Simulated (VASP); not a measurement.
# Si63Te (a cell with a defect) in VASP: relaxation of the atoms with PBE

Aim: the relaxation of the atoms of Si63Te (a cell with a defect) with PBE.

Everything below comes from runs of VASP 6.6.1. Logs are shortened: lines on timing, memory, paths and dates and some standing lists are left out, and cuts for length are marked.

## (1) The structure

The cell holds a defect, 64 atoms: a = 10.867 Å, b = 10.867 Å, c = 10.867 Å, α = 90.00°, β = 90.00°, γ = 90.00°.

The cell was built by a generator and needn't be a form met in nature.

## (2) Relaxation of the atoms, PBE

Contents of INCAR:

```
PREC     = Accurate       # precision mode
ENCUT    = 520            # plane-wave cutoff, eV
EDIFF    = 1E-6           # SCF threshold, eV
ISMEAR   = 0              # smearing method
SIGMA    = 0.05           # smearing width, eV
LREAL    = False          # projectors in reciprocal space
LASPH    = True           # aspherical terms in the spheres
NELM     = 100            # most SCF steps
ALGO     = Normal         # electronic algorithm
ISIF     = 2              # what is computed and relaxed
LWAVE    = False          # write WAVECAR
LCHARG   = False          # write CHGCAR
GGA      = PE             # functional
IBRION   = 2              # ionic algorithm
NSW      = 40             # ionic steps
EDIFFG   = -0.02          # ionic threshold
```

Contents of KPOINTS:

```
regular mesh
0
Gamma
  2 2 2
```

Contents of POSCAR:

```
Si63Te
1.0
   10.8672000000      0.0000000000      0.0000000000
    0.0000000000     10.8672000000      0.0000000000
    0.0000000000      0.0000000000     10.8672000000
Si Te
63 1
Direct
    0.0000000000      0.2500000000      0.2500000000
    0.2500000000      0.0000000000      0.2500000000
    0.2500000000      0.2500000000      0.0000000000
    0.1250000000      0.1250000000      0.1250000000
    0.1250000000      0.3750000000      0.3750000000
    0.3750000000      0.1250000000      0.3750000000
    0.3750000000      0.3750000000      0.1250000000
    0.0000000000      0.0000000000      0.5000000000
    0.0000000000      0.2500000000      0.7500000000
    0.2500000000      0.0000000000      0.7500000000
    0.2500000000      0.2500000000      0.5000000000
    0.1250000000      0.1250000000      0.6250000000
    0.1250000000      0.3750000000      0.8750000000
    0.3750000000      0.1250000000      0.8750000000
    0.3750000000      0.3750000000      0.6250000000
    0.0000000000      0.5000000000      0.0000000000
    0.0000000000      0.7500000000      0.2500000000
    0.2500000000      0.5000000000      0.2500000000
    0.2500000000      0.7500000000      0.0000000000
    0.1250000000      0.6250000000      0.1250000000
    0.1250000000      0.8750000000      0.3750000000
    0.3750000000      0.6250000000      0.3750000000
    0.3750000000      0.8750000000      0.1250000000
    0.0000000000      0.5000000000      0.5000000000
    0.0000000000      0.7500000000      0.7500000000
    0.2500000000      0.5000000000      0.7500000000
    0.2500000000      0.7500000000      0.5000000000
    0.1250000000      0.6250000000      0.6250000000
    0.1250000000      0.8750000000      0.8750000000
    0.3750000000      0.6250000000      0.8750000000
    0.3750000000      0.8750000000      0.6250000000
    0.5000000000      0.0000000000      0.0000000000
    0.5000000000      0.2500000000      0.2500000000
    0.7500000000      0.0000000000      0.2500000000
    0.7500000000      0.2500000000      0.0000000000
    0.6250000000      0.1250000000      0.1250000000
    0.6250000000      0.3750000000      0.3750000000
    0.8750000000      0.1250000000      0.3750000000
    0.8750000000      0.3750000000      0.1250000000
    0.5000000000      0.0000000000      0.5000000000
    0.5000000000      0.2500000000      0.7500000000
    0.7500000000      0.0000000000      0.7500000000
    0.7500000000      0.2500000000      0.5000000000
    0.6250000000      0.1250000000      0.6250000000
    0.6250000000      0.3750000000      0.8750000000
    0.8750000000      0.1250000000      0.8750000000
    0.8750000000      0.3750000000      0.6250000000
    0.5000000000      0.5000000000      0.0000000000
    0.5000000000      0.7500000000      0.2500000000
    0.7500000000      0.5000000000      0.2500000000
    0.7500000000      0.7500000000      0.0000000000
    0.6250000000      0.6250000000      0.1250000000
    0.6250000000      0.8750000000      0.3750000000
    0.8750000000      0.6250000000      0.3750000000
    0.8750000000      0.8750000000      0.1250000000
    0.5000000000      0.5000000000      0.5000000000
    0.5000000000      0.7500000000      0.7500000000
    0.7500000000      0.5000000000      0.7500000000
    0.7500000000      0.7500000000      0.5000000000
    0.6250000000      0.6250000000      0.6250000000
    0.6250000000      0.8750000000      0.8750000000
    0.8750000000      0.6250000000      0.8750000000
    0.8750000000      0.8750000000      0.6250000000
    0.0000000000      0.0000000000      0.0000000000
```

Potentials or basis: VASP PAW PBE potentials, release 64 (Si, Te).

On the command line:

```sh
> cat potpaw_PBE.64/Si/POTCAR potpaw_PBE.64/Te/POTCAR > POTCAR
> mpirun -np 1 vasp_std > vasp.out
```

OUTCAR:

```text
PREC = Accurate
   ENCUT = 520
   EDIFF = 1E-6
   ISMEAR = 0
   LREAL = False
   LASPH = True
   NELM = 100
   ISIF = 2
   GGA = PE
   IBRION = 2
   NSW = 40
   EDIFFG = -0.02

 ion  position               nearest neighbor table
   1  0.000  0.250  0.250-   4 2.35   5 2.35  38 2.35  39 2.35
   2  0.250  0.000  0.250-   4 2.35   6 2.35  21 2.35  23 2.35
   3  0.250  0.250  0.000-   4 2.35   7 2.35  13 2.35  14 2.35
   4  0.125  0.125  0.125-   1 2.35   2 2.35   3 2.35  64 2.35
   5  0.125  0.375  0.375-   1 2.35  11 2.35  18 2.35  24 2.35
   6  0.375  0.125  0.375-   2 2.35  11 2.35  33 2.35  40 2.35
[... 56 lines left out ...]
  63  0.875  0.875  0.625-   8 2.35  25 2.35  42 2.35  59 2.35
  64  0.000  0.000  0.000-   4 2.35  29 2.35  46 2.35  55 2.35

  LATTYP: Found a simple cubic cell.
 ALAT       =    10.8672000000

  Lattice vectors:

 A1 = (  10.8672000000,   0.0000000000,   0.0000000000)
 A2 = (   0.0000000000,  10.8672000000,   0.0000000000)
 A3 = (   0.0000000000,   0.0000000000,  10.8672000000)

Analysis of symmetry for initial positions (statically):
=====================================================================
 Subroutine PRICEL returns:
 Original cell was already a primitive cell.

 Routine SETGRP: Setting up the symmetry group for a
 simple cubic supercell.

 Subroutine GETGRP returns: Found 24 space group operations
 (whereof 24 operations were pure point group operations)
 out of a pool of 48 trial point group operations.

The static configuration has the point symmetry T_d .

Analysis of symmetry for dynamics (positions and initial velocities):
=====================================================================
 Subroutine PRICEL returns:
 Original cell was already a primitive cell.

 Routine SETGRP: Setting up the symmetry group for a
 simple cubic supercell.

 Subroutine GETGRP returns: Found 24 space group operations
 (whereof 24 operations were pure point group operations)
 out of a pool of 48 trial point group operations.

The dynamic configuration has the point symmetry T_d .

 Subroutine INISYM returns: Found 24 space group operations
 (whereof 24 operations are pure point group operations),
 and found     1 'primitive' translations

----------------------------------------------------------------------------------------

                                     Primitive cell

  volume of cell :    1283.3732
[... 215 lines left out ...]
  Thomas-Fermi vector in A             =   2.088186
   LORBIT       =      0    0 simple, 1 ext, 2 COOP (PROOUT), +10 PAW based schemes
   GGA     = PE    functional components
   LHFCALC =     F    Hartree Fock is set to
   AEXX    =    0.0000 exact exchange contribution
   IVDW    =     0    specifies the selected vdW correction
   LEPSILON=     F    determine dielectric tensor
   LRPA    =     F    only Hartree local field effects (RPA)
 conjugate gradient relaxation of ions
 non-spin polarized calculation
 Gauss-broadening in eV      SIGMA  =   0.05
  energy-cutoff  :      520.00
  volume of cell :     1283.37
 maximum number of plane-waves:     34608
 NGX is ok and might be reduce to    84
   NGX = 41   NGY = 41   NGZ = 41

--------------------------------------- Ionic step        1  -------------------------------------------

 number of electron     257.9999965 magnetization

 Free energy of the ion-electron system (eV)
  ---------------------------------------------------
  ext. energy  EPLUGINS =         0.00000000
  ---------------------------------------------------
  free energy    TOTEN  =      -341.01607971 eV

  energy without entropy =     -340.99536819  energy(sigma->0) =     -341.00572395

------------------------ aborting loop because EDIFF is reached ----------------------------------------

  FORCE on cell =-STRESS in cart. coord.  units (eV):
  Direction    XX          YY          ZZ          XY          YZ          ZX
  --------------------------------------------------------------------------------------
  -------------------------------------------------------------------------------------
  Total       21.7458451     21.7458451     21.7458451      0.0000000      0.0000000     -0.0000000
  in kB       27.1477533     27.1477533     27.1477533      0.0000000      0.0000000     -0.0000000
  external PRESSURE =      27.1477533 kB  Pullay stress =       0.0000000 kB
[... 275 lines left out ...]
  FREE ENERGIE OF THE ION-ELECTRON SYSTEM (eV)
  ---------------------------------------------------
  free  energy   TOTEN  =      -342.6382687099 eV

  energy  without entropy=     -342.6271790478  energy(sigma->0) =     -342.63272388

[... ionic steps 4 to 7 ...]

--------------------------------------- Ionic step        8  -------------------------------------------

 number of electron     257.9999990 magnetization

------------------------ aborting loop because EDIFF is reached ----------------------------------------
[... 191 lines left out ...]
--------------------------------------- Ionic step       10  -------------------------------------------

 number of electron     257.9999990 magnetization

 Free energy of the ion-electron system (eV)
  ---------------------------------------------------
  ext. energy  EPLUGINS =         0.00000000
  ---------------------------------------------------
  free energy    TOTEN  =      -342.82205788 eV

  energy without entropy =     -342.81095430  energy(sigma->0) =     -342.81650609

 E-fermi :   6.5392     XC(G=0):  -9.4473

 val. band max:        6.4342582765   @ k =   0.5000   0.0000   0.0000
 cond. band min:       6.5585457098   @ k =   0.0000   0.0000   0.0000
 fundamental gap:      0.1242874333
 Fermi energy:         6.5391984526

 k-point     1 :       0.0000    0.0000    0.0000
  band No.  band energies     occupation
      1      -7.0779      2.00000
      2      -5.8969      2.00000
      3      -5.0311      2.00000
      4      -5.0311      2.00000
      5      -5.0311      2.00000
      6      -4.9722      2.00000
[... 565 lines left out ...]
    140       7.4083      0.00000
    141       7.4176      0.00000
 [bands above 141 left out]

------------------------ aborting loop because EDIFF is reached ----------------------------------------

  FORCE on cell =-STRESS in cart. coord.  units (eV):
  Direction    XX          YY          ZZ          XY          YZ          ZX
  --------------------------------------------------------------------------------------
  -------------------------------------------------------------------------------------
  Total       19.6385228     19.6385228     19.6385228     -0.0000000      0.0000000     -0.0000000
  in kB       24.5169488     24.5169488     24.5169488     -0.0000000      0.0000000     -0.0000000
  external PRESSURE =      24.5169488 kB  Pullay stress =       0.0000000 kB
[... 79 lines left out ...]
  FREE ENERGIE OF THE ION-ELECTRON SYSTEM (eV)
  ---------------------------------------------------
  free  energy   TOTEN  =      -342.8220578787 eV

  energy  without entropy=     -342.8109542965  energy(sigma->0) =     -342.81650609

 reached required accuracy - stopping structural energy minimisation
```

Run time: 2.4 h. Hardware: 1 thread of Intel Xeon 6975P-C (Granite Rapids), shared host; peak memory 1.4 GiB.

Results:

* Free energy: -342.8221 eV
* Energy gained by relaxing: 28.2 meV/atom
* Ionic steps: 10
* Pressure after relaxing: 2.5 GPa
* Largest force after relaxing: 0.018 eV/Å
* Band gap on the k mesh: none (metal or under the smearing width)

Forces in eV/Å, atoms in the order of the input:
```
Si   0.000  0.002  0.002
Si   0.002  0.000  0.002
Si   0.002  0.002  0.000
Si   0.001  0.001  0.001
Si   0.004  0.002  0.002
Si   0.002  0.004  0.002
Si   0.002  0.002  0.004
Si   0.000  0.000  0.000
Si   0.000  0.002 -0.002
Si   0.002  0.000 -0.002
Si   0.002  0.002  0.007
Si  -0.001 -0.001  0.005
Si  -0.001 -0.005  0.001
Si  -0.005 -0.001  0.001
Si   0.011  0.011 -0.011
Si   0.000  0.000  0.000
Si   0.000 -0.002  0.002
Si   0.002  0.007  0.002
Si   0.002 -0.002  0.000
Si  -0.001  0.005 -0.001
Si  -0.001  0.001 -0.005
Si   0.011 -0.011  0.011
Si  -0.005  0.001 -0.001
Si   0.000  0.000  0.000
Si   0.000 -0.002 -0.002
Si   0.002 -0.007 -0.002
Si   0.002 -0.002 -0.007
Si   0.004 -0.002 -0.002
Si   0.001 -0.001 -0.001
Si   0.002 -0.002 -0.004
Si   0.002 -0.004 -0.002
Si   0.000  0.000  0.000
Si   0.007  0.002  0.002
Si  -0.002  0.000  0.002
Si  -0.002  0.002  0.000
Si   0.005 -0.001 -0.001
Si  -0.011  0.011  0.011
Si   0.001 -0.001 -0.005
Si   0.001 -0.005 -0.001
Si   0.000  0.000  0.000
Si  -0.007  0.002 -0.002
Si  -0.002  0.000 -0.002
Si  -0.002  0.002 -0.007
Si  -0.002  0.004 -0.002
Si  -0.002  0.002 -0.004
Si  -0.001  0.001 -0.001
Si  -0.004  0.002 -0.002
Si   0.000  0.000  0.000
Si  -0.007 -0.002  0.002
Si  -0.002 -0.007  0.002
Si  -0.002 -0.002  0.000
Si  -0.002 -0.002  0.004
Si  -0.002 -0.004  0.002
Si  -0.004 -0.002  0.002
Si  -0.001 -0.001  0.001
Si   0.000  0.000  0.000
Si   0.007 -0.002 -0.002
Si  -0.002  0.007 -0.002
Si  -0.002 -0.002  0.007
Si  -0.011 -0.011 -0.011
Si   0.005  0.001  0.001
Si   0.001  0.005  0.001
Si   0.001  0.001  0.005
Te   0.000  0.000  0.000
```

Step by step:
```
step  energy change (eV)  largest force (eV/Å)  pressure (GPa)
   1              0.0000                3.6236            2.71
   2             -1.5046                0.8038            2.49
   3             -1.6222                0.5499            2.49
   4             -1.7622                0.1607            2.45
   5             -1.7743                0.2065            2.45
   6             -1.8000                0.0515            2.45
   7             -1.8013                0.0607            2.44
   8             -1.8051                0.0245            2.45
   9             -1.8054                0.0393            2.45
  10             -1.8060                0.0183            2.45
```
